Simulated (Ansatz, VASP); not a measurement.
One calculation of CsLiCr2Te2S3, two programs

```
Cs Li Cr Te S
1.0
     6.18830   -0.01911    0.00589
    -2.31833    6.00957    0.00337
    -1.40284   -2.22282    7.66212
Cs Li Cr Te S
1 1 2 2 3
Direct
  0.06348 0.10178 0.99394
  0.57026 0.58143 0.57403
  0.07801 0.50138 0.57990
  0.43162 0.02972 0.53722
  0.54458 0.76732 0.28198
  0.01143 0.65932 0.29902
  0.77800 0.37133 0.70773
  0.39402 0.82508 0.74875
  0.19605 0.23009 0.48646
```

Change from the starting cell: volume scaled by 1.04.

Alike in both runs: task single point; functional PBE; k mesh 5 × 5 × 4; occupations fermi-dirac, width 0.05 eV; collinear spin, ferromagnetic start.

|  | VASP | Ansatz |
| --- | --- | --- |
| version | VASP 6.6.1 | Ansatz 0.2.0 |
| potentials or method | VASP PAW PBE potentials, release 64 (Cs_sv, Li_sv, Cr_pv, Te, S) | Ansatz PAW |
| plane-wave cutoff (eV) | 520 | 420 |
| valence electrons in the cell | 66 | 90 |

VASP gave:

| Item | Value |
| --- | --- |
| gap on the k mesh at the Fermi level (eV) | none |
| rms of the force components (eV/Å) | 0.124 |
| net moment per atom (μB) | 0.61 |
| size of the moment on the site where the two differ most (μB) | 2.60 |

Task: Which values does Ansatz return?

Result: gap on the k mesh at the Fermi level (eV): none; rms of the force components (eV/Å): 0.128; net moment per atom (μB): 0.61; size of the moment on the site where the two differ most (μB): 2.29.

Site moments also hang on the region over which each program counts them. Atom by atom the forces differ by 0.005 eV/Å (rms over components). A gap of «none» marks a metal or a gap that the smearing closes. The two sets of potentials don't hold the same shells in valence.

Caveats: only a ferromagnetic start was run, and an antiferromagnetic order may lie lower in energy. The runs have no spin-orbit coupling, so splittings on Cs, Te are missing.
